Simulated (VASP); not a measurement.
## Ir: single point with PBE

The system is Ir.

```
Ir
1.0
     0.00000    1.97530    1.97530
     1.97530    0.00000    1.97530
     1.97530    1.97530    0.00000
Ir
1
Direct
  0.00000 0.00000 0.00000
```

The cell isn't the ideal one: a relaxed cell with its volume scaled by 1.06.

```json
{
 "Program": "VASP 6.6.1",
 "Task": "single point",
 "Functional": "PBE",
 "Potentials or basis": "VASP PAW PBE potentials, release 64 (Ir)",
 "Cutoff": "520 eV",
 "k mesh": "18 × 18 × 18",
 "Occupations": "gaussian, width 0.1 eV",
 "Spin": "no spin polarisation"
}
```

The pressure is -17.9 GPa and the band gap on the k mesh is none (metal or under the smearing width).

Levels at points of the mesh, in eV from the Fermi level:
```
           k point  band 1  band 2  band 3  band 4  band 5  band 6  band 7  band 8
(0.00, 0.00, 0.00)  -10.24   -3.43   -3.43   -3.43   -1.08   -1.08   14.44   19.53
(0.50, 0.00, 0.00)   -7.25   -3.51   -3.51   -0.55    0.73    0.73    6.41   13.97
(0.50, 0.50, 0.00)   -6.99   -6.47    0.70    1.23    1.23    1.71    9.37   11.29
```

Run time: 10 s on 1 thread of Intel(R) Xeon(R) 6975P-C (Granite Rapids), with other jobs on the host, peak memory 0.17 GiB.

Caveat: so large a pressure means that the cell lies far from this level's equilibrium, or that cutoff or potentials fall short. The run has no spin-orbit coupling, so splittings on Ir are missing.
